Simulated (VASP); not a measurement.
Computed with PBEsol GGA, VASP's PBE PAW potentials (set 64) (plane waves; VASP). For the first row: Run with 400 eV cut-off, 7×7×7 Γ-centred mesh, tetrahedra with Blöchl corrections, potentials Ga_d P As.

```json
[
 {"system": "Ga2AsP (space group R3m)", "energy (eV/atom)": "-4.7411"},
 {"system": "Ga (alpha)", "energy (eV/atom)": "-3.3489"},
 {"system": "P (black)", "energy (eV/atom)": "-5.7620"},
 {"system": "As (a7)", "energy (eV/atom)": "-5.1080"}
]
```

The references are the elements' solids at the same level; no temperature or zero-point terms are added. Without a dispersion term in the relaxation, distances and binding between the weakly bound layers, chains or molecules are unreliable, and so is what depends on them.

**Question.** What is the formation energy per atom of Ga2AsP?

**Answer.** The references average (2×(-3.3489) + 1×(-5.7620) + 1×(-5.1080))/4 = -4.3919 eV, so the formation energy is -4.7411 − (-4.3919) = -0.349 eV/atom.
